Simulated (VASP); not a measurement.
Method: rev-vdW-DF2, VASP's PBE PAW potentials (set 64) (plane waves; VASP).

Input for VASP

File POSCAR:
```
CsSnI3
1
    6.0888277484     0.0000000000    -0.0000000000
    0.0000000000     6.0888277484     0.0000000000
   -0.0000000000     0.0000000000     6.0888277484
Cs Sn I
1 1 3
Direct
  0.0000000000   0.0000000000   0.0000000000
  0.5000000000   0.5000000000   0.5000000000
  0.5000000000   0.0000000000   0.5000000000
  0.0000000000   0.5000000000   0.5000000000
  0.5000000000   0.5000000000   0.0000000000
```

INCAR:
```
AGGAC=0.0
ALGO=Normal
EDIFF=1E-6
EDIFFG=-0.02
ENCUT=520
GGA=MK
IBRION=2
ISIF=3
ISMEAR=0
LASPH=.True.
LCHARG=.False.
LMAXMIX=4
LREAL=.False.
LUSE_VDW=.True.
LWAVE=.False.
NELM=100
NSW=60
PARAM1=0.1234568
PARAM2=0.7114
PREC=Accurate
SIGMA=0.05
SYSTEM=CsSnI3
ZAB_VDW=-1.8867
```

File KPOINTS:
```
K-points
0
Gamma
4 4 4
```

POTCAR, in this order: Cs_sv Sn_d I (PBE.64 set). Program: vasp_std.

### Question
What will the output report for the number of irreducible k-points (NKPTS), largest plane-wave count, number of space-group operations, FFT grid (NGX, NGY, NGZ)?

### Answer

| Property | Value |
|---|---|
| number of irreducible k-points (NKPTS) | 10 |
| largest plane-wave count | 6094 |
| number of space-group operations | 48 |
| FFT grid (NGX, NGY, NGZ) | 48 × 48 × 48 |

The compound is CsSnI3 in the cubic perovskite structure, the ideal cubic form; the compound distorts at low or room temperature. This run relaxes it. Symmetry was kept, so distortions that lower it aren't found. The start is the result of an earlier pass.
